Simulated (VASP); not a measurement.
Runs of VASP 6.6.1 on Ni. Symmetry: Fm-3m, No. 225, cubic system. The conventional cell has a = 3.524 Å, b = 3.524 Å, c = 3.524 Å, α = 90.00°, β = 90.00°, γ = 90.00°. Around Ni (site symmetry m-3m) lie 12 Ni at 2.49 Å. 

| k mesh | cutoff (eV) | mesh quality | gap on the mesh (eV) | pressure (GPa) | moment (μB) |
| --- | --- | --- | --- | --- | --- |
| 14 × 14 × 14 | 350 | not flagged | none | -1.5 | 0.60 |
| 14 × 14 × 14 | 600 | not flagged | none | -1.2 | 0.59 |
| 14 × 14 × 14 | 520 | not flagged | none | -1.1 | 0.59 |
| 26 × 26 × 26 | 520 | not flagged | none | -0.9 | 0.63 |
| 10 × 10 × 10 | 520 | not flagged | none | -0.4 | (b) |
| 14 × 14 × 14 | 700 | not flagged | none | -1.1 | 0.59 |
| 16 × 16 × 16 | 520 | not flagged | none | -1.2 | 0.60 |
| 12 × 12 × 12 | 520 | not flagged | none | (c) | 0.68 |
| 14 × 14 × 14 | 300 | not flagged | none | - | 0.59 |
| 14 × 14 × 14 | 450 | not flagged | none | -1.3 | 0.59 |
| 8 × 8 × 8 | 520 | coarse | none | (a) | 0.70 |
| 22 × 22 × 22 | 520 | not flagged | none | -0.9 | 0.64 |

Alike in all rows: task single point; level PBE; potentials or basis VASP PAW PBE potentials, release 64 (Ni); spin collinear, ferromagnetic start; cell as given; smearing gaussian 0.1 eV.

Problem. Fill in the values left out.

Solution. (a) -0.6; (b) 0.72; (c) -0.5.

Caveats: some runs use coarse meshes; the cutoff is under 1.25 times the usual one of these potentials, so pressure, stress and relaxed cells hold a basis-set (Pulay) error (some runs).

A k mesh can miss the band edges.

A gap of «none» marks a metal or a gap under the smearing width.

Not every run made on this cell is shown here.
